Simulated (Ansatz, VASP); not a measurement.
**HfOs3 in VASP and in Ansatz**

```
CELL_PARAMETERS angstrom
3.97356 0.00000 0.00000
0.00000 3.97356 0.00000
0.00000 0.00000 3.97356
ATOMIC_POSITIONS crystal
Hf 0.00000 0.00000 0.00000
Os 0.50000 0.50000 0.00000
Os 0.50000 0.00000 0.50000
Os 0.00000 0.50000 0.50000
```

The cell comes from a database or a generator and needn't be the stable form of this composition.

Alike in both runs: task single point; functional r2SCAN; k mesh 6 × 6 × 6; no spin polarisation.

```csv
,VASP,Ansatz
version,VASP 6.6.1,Ansatz 0.2.0
potentials or method,"VASP PAW PBE potentials, release 64 (Hf_pv, Os)","plane waves, PAW"
plane-wave cutoff (eV),520,500
occupations,"fermi-dirac, width 0.1 eV",fermi-dirac
valence electrons in the cell,34,74
```

Ansatz gave:

| Quantity | Value |
| --- | --- |
| gap on the k mesh at the Fermi level (eV) | none |
| pressure (GPa) | -4.5 |

Which values does VASP return?

gap on the k mesh at the Fermi level (eV): none; pressure (GPa): -4.9.

A gap of «none» marks a metal or a gap that the smearing closes. The two sets of potentials don't hold the same shells in valence.

Caveats: the PAW data sets were made with another functional, which shifts forces and pressure a little (VASP). The runs have no spin-orbit coupling, so splittings on Hf, Os are missing.
